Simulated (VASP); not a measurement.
Input of a VASP 6.6.1 run:

File INCAR:

```
  ALGO = Normal
  EDIFF = 1E-6
  ENCUT = 520
  GGA = PS
  ISIF = 2
  ISMEAR = -1
  LASPH = True
  LCHARG = False
  LREAL = False
  LWAVE = False
  NBANDS = 40
  NELM = 60
  PREC = Accurate
  SIGMA = 0.1
```

KPOINTS

```
k-points
0
Gamma
  4 4 4
```

File POSCAR:

```
SrTl2Ge2
1.0
    0.0000000000      4.7627980000      0.0000000000
    4.7627980000      0.0000000000      0.0000000000
    2.3813990000      2.3813990000     -5.8063320000
Ge Tl Sr
2 2 1
Direct
    0.3860000000      0.3860000000      0.2280000000
    0.6140000000      0.6140000000      0.7720000000
    0.7500000000      0.2500000000      0.5000000000
    0.2500000000      0.7500000000      0.5000000000
    0.0000000000      0.0000000000      0.0000000000
```

Potentials or basis: VASP PAW PBE potentials, release 64 (Ge_d, Tl_d, Sr_sv).

Launch:

```console
$ cat potpaw_PBE.64/Ge_d/POTCAR potpaw_PBE.64/Tl_d/POTCAR potpaw_PBE.64/Sr_sv/POTCAR > POTCAR
$ mpirun -np 1 vasp_std > vasp.out
```

(1) Estimate the band gap on the k mesh.

(2) Estimate the pressure.

(3) Predict the largest force.

Answers

(1) none (metal or under the smearing width).

(2) 1.5 GPa.

(3) 0.780 eV/Å.

Caveat: the PAW data sets were made with another functional, which shifts forces and pressure a little.
